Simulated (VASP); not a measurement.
Here is the system:

```
CELL_PARAMETERS angstrom
      1.58244    -2.74086     0.00000
      1.58244     2.74086     0.00000
      0.00000     0.00000     3.54109
ATOMIC_POSITIONS crystal
  Zr 0.00000 0.00000 0.00000
  B  0.33333 0.66667 0.50000
  B  0.66667 0.33333 0.50000
```

The numbers are results of optB86b-vdW, VASP's PBE PAW potentials (set 64) (plane waves; VASP 6.6.1), not measurements. Settings: 520 eV cut-off, 12×12×10 Γ-centred mesh, tetrahedra with Blöchl corrections, potentials Zr_sv B.

The cores are frozen, which limits the accuracy of field gradients.

Give the principal components of the electric field gradient (V/Å²) and the asymmetry η at each nucleus.

```csv
atom,Vxx,Vyy,Vzz,η
Zr1,-21.4,-21.4,42.8,0.00
B2,-1.0,-1.0,2.1,0.00
B3,-1.0,-1.0,2.1,0.00
```

The compound is ZrB2 in the AlB2 type structure. It was relaxed first.
